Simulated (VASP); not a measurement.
Write the native input for VASP 6.6.1 that does the following.

```yaml
Task: single point
Functional: PBEsol
Potentials_or_basis: VASP PAW PBE potentials, release 64 (Ru_pv, S)
Cutoff: 520 eV
k_mesh: 6 × 6 × 6
Occupations: gaussian, width 0.05 eV
Spin: collinear spin, ferromagnetic start
Starting_moments: "[1.0, 0.0] μB"
Fixed_moment: 2 μB
Hubbard_terms: Ru d U = 2 eV
Further_INCAR_settings: ALGO = Normal; EDIFF = 1e-07
```

The structure of RuS lies in POSCAR:

```
RuS
1.0
    0.0000000000      2.7642955000      2.7642955000
    2.7642955000      0.0000000000      2.7642955000
    2.7642955000      2.7642955000      0.0000000000
Ru S
1 1
Direct
    0.0000000000      0.0000000000      0.0000000000
    0.2500000000      0.2500000000      0.2500000000
```

The cell comes from a database or a generator and needn't be the stable form of this composition.

These files were run (other wordings do the same):

INCAR

```
  PREC = Accurate
  ENCUT = 520
  EDIFF = 1E-7
  ISMEAR = 0
  SIGMA = 0.05
  LREAL = False
  LASPH = True
  NELM = 60
  ALGO = Normal
  ISIF = 2
  LWAVE = False
  LCHARG = True
  ISPIN = 2
  MAGMOM = 1 0
  LORBIT = 11
  NUPDOWN = 2
  LMAXMIX = 4
  LDAU = True
  LDAUTYPE = 2
  LDAUL = 2 -1
  LDAUU = 2 0
  LDAUJ = 0 0
  LDAUPRINT = 1
  GGA = PS
  LELF = True
  LVHAR = True
```

KPOINTS

```
Automatic mesh
0
Gamma
  6 6 6
```

Potentials or basis: VASP PAW PBE potentials, release 64 (Ru_pv, S).

Run with:

```console
$ cat potpaw_PBE.64/Ru_pv/POTCAR potpaw_PBE.64/S/POTCAR > POTCAR
$ mpirun -np 1 vasp_std > vasp.out
```

It gave:

The pressure is -12.1 GPa. The net moment is 2.00 μB per cell, the site moments are Ru +1.69; S +0.05 μB and the valence electrons inside the program's atomic spheres are Ru 12.47; S 3.60.

Caveat: the PAW data sets were made with another functional, which shifts forces and pressure a little; the total moment is fixed, so each spin has its own Fermi level.

Wall time 63 s on 1 thread of AMD EPYC 7571, on a shared host, peak memory 0.15 GiB.
